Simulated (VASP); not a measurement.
Ga11FeAs12 (a cell with a defect), 24 atoms in the cell. The cell holds a defect, 24 atoms: a = 11.993 Å, b = 7.996 Å, c = 7.996 Å, α = 60.00°, β = 60.00°, γ = 60.00°. 

- Program: VASP 6.6.1
- Task: single point
- Functional: PBEsol
- Potentials or basis: VASP PAW PBE potentials, release 64 (Fe, Ga_d, As)
- Cutoff: 350 eV
- k mesh: 2 × 2 × 2
- Occupations: gaussian, width 0.03 eV
- Spin: collinear spin, ferromagnetic start
- Starting moments: [3.0, 0.0, 0.0, 0.0, 0.0, 0.0, 0.0, 0.0, 0.0, 0.0, 0.0, 0.0, 0.0, 0.0, 0.0, 0.0, 0.0, 0.0, 0.0, 0.0, 0.0, 0.0, 0.0, 0.0] μB
- Fixed moment: 3 μB
- Hubbard terms: Fe d U = 4 eV
- Dq: 0
- Further INCAR settings: LREAL = Auto; ALGO = Normal; EDIFF = 1e-05; NBANDS = 128; ISYM = 0

Potentials or basis: VASP PAW PBE potentials, release 64 (Fe, Ga_d, As).

The run is started by

```sh
$ cat potpaw_PBE.64/Fe/POTCAR potpaw_PBE.64/Ga_d/POTCAR potpaw_PBE.64/As/POTCAR > POTCAR
$ mpirun -np 4 vasp_std > vasp.out
```

Hardware: 4 MPI ranks on Intel(R) Xeon(R) 6975P-C (Granite Rapids), with other jobs on the host.

Q: Estimate the wall time of this run.

A: Wall time 8.8 min on 4 MPI ranks on Intel(R) Xeon(R) 6975P-C (Granite Rapids), with other jobs on the host, peak memory 0.55 GiB a rank. Counts: scf iterations 43, k points 8.
